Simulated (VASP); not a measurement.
OSZICAR of a VASP run on GaSi₆₂:

OSZICAR:
```
       N       E                     dE             d eps       ncg     rms          rms(c)
DAV:   1    -0.390680743993E+03   -0.39068E+03   -0.12858E+01   316   0.815E+00    0.191E+01
DAV:   2    -0.390774540836E+03   -0.93797E-01   -0.33373E-01   346   0.126E+00    0.124E+01
DAV:   3    -0.390755572356E+03    0.18968E-01   -0.45694E-02   354   0.400E-01    0.741E+00
DAV:   4    -0.390750659814E+03    0.49125E-02   -0.12520E-02   346   0.182E-01    0.429E+00
DAV:   5    -0.390748200618E+03    0.24592E-02   -0.12446E-03   362   0.790E-02    0.248E+00
DAV:   6    -0.390747322669E+03    0.87795E-03   -0.98601E-04   362   0.619E-02    0.140E+00
DAV:   7    -0.390747107226E+03    0.21544E-03   -0.32776E-04   346   0.326E-02    0.790E-01
DAV:   8    -0.390747024924E+03    0.82301E-04   -0.37055E-05   282   0.130E-02    0.454E-01
DAV:   9    -0.390747001140E+03    0.23785E-04   -0.23086E-05   210   0.973E-03    0.259E-01
DAV:  10    -0.390746997017E+03    0.41230E-05   -0.96505E-06   186   0.622E-03
   1 F= -.39074700E+03 E0= -.39074700E+03  d E =-.108551E-14
```

Which electronic solver shows in the log?

It is blocked Davidson (ALGO = Normal, or the opening steps of other solvers). The INCAR had ALGO = Normal.

Can the final energy be trusted as converged?

The run converged. It stopped with EDIFF = 1E-5, NELM = 50 (HSE06 screened hybrid, plane waves, VASP's PBE PAW potentials (set 64)). The cell is charged, with a uniform compensating background. The supercell is sampled at Γ alone, which is coarse: total energies, pressure and levels can be off, energies of defects by several tenths of an eV.

The cell is a supercell with a defect, built from Si (diamond): Ga_Si-vac_Si, charge +1. The cell's shape comes from a PBE relaxation. The run is not spin-polarised, so no state with unpaired spins was tried.
